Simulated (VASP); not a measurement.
Runs of VASP 6.6.1 on ScAl3. The structure is cubic, space group Pm-3m (No. 221). Conventional cell: a = 4.088 Å, b = 4.088 Å, c = 4.088 Å, α = 90.00°, β = 90.00°, γ = 90.00°. Around Sc (site symmetry m-3m) lie 12 Al at 2.89 Å. Al (site symmetry 4/mmm) has 4 Sc at 2.89 Å and 8 Al at 2.89 Å as nearest neighbours. The cell is a database's computed one.

| task | level | potentials or basis | cell | k mesh | cutoff (eV) | mesh quality | gap on the mesh (eV) | pressure (GPa) | relaxed volume (Å³/atom) |
| --- | --- | --- | --- | --- | --- | --- | --- | --- | --- |
| single point | PBEsol | VASP PAW PBE potentials, release 64 (Sc_sv, Al) | as given | 10 × 10 × 10 | 520 | not flagged | none | -1.0 | - |
| relaxation of cell and atoms | PBEsol | VASP PAW PBE potentials, release 64 (Sc_sv, Al) | relaxed | 10 × 10 × 10 | 300 | not flagged | none | 0.0 | 16.85 |
| relaxation of cell and atoms | PBE+D3(BJ) | VASP PAW PBE potentials, release 64 (Sc_sv, Al) | relaxed | 10 × 10 × 10 | 600 | not flagged | none | 0.0 | (b) |
| relaxation of cell and atoms | PBEsol | VASP PAW PBE potentials, release 64 (Sc_sv, Al) | relaxed | 4 × 4 × 4 | 600 | coarse | none | 0.0 | 16.93 |
| relaxation of cell and atoms | PBEsol | VASP PAW PBE potentials, release 64 (Sc_sv, Al) | relaxed | 10 × 10 × 10 | 600 | not flagged | none | 0.0 | 16.89 |
| relaxation of cell and atoms | PBEsol | VASP PAW PBE potentials, release 64 (Sc_sv, Al) | relaxed | 10 × 10 × 10 | 580 | not flagged | none | 0.0 | 16.89 |
| relaxation of cell and atoms | PBE | VASP PAW PBE potentials, release 64 (Sc_sv, Al) | relaxed | 10 × 10 × 10 | 600 | not flagged | none | 0.0 | (a) |
| relaxation of cell and atoms | LDA | VASP PAW LDA potentials, release 64 (Sc_sv, Al) | relaxed | 10 × 10 × 10 | 600 | not flagged | none | 0.0 | 16.41 |
| relaxation of cell and atoms | RPBE | VASP PAW PBE potentials, release 64 (Sc_sv, Al) | relaxed | 10 × 10 × 10 | 600 | not flagged | none | 0.0 | 17.70 |

Alike in all rows: no spin polarisation; smearing gaussian 0.1 eV.

**Question.** Estimate the missing entries.

**Answer.** (a) 17.30; (b) 16.60.

Caveats: some runs use coarse meshes; the PAW data sets were made with another functional, which shifts forces and pressure a little (some runs); pairwise dispersion overbinds metals, which lowers pressure and volume (some runs).

A gap of «none» marks a metal or a gap under the smearing width.
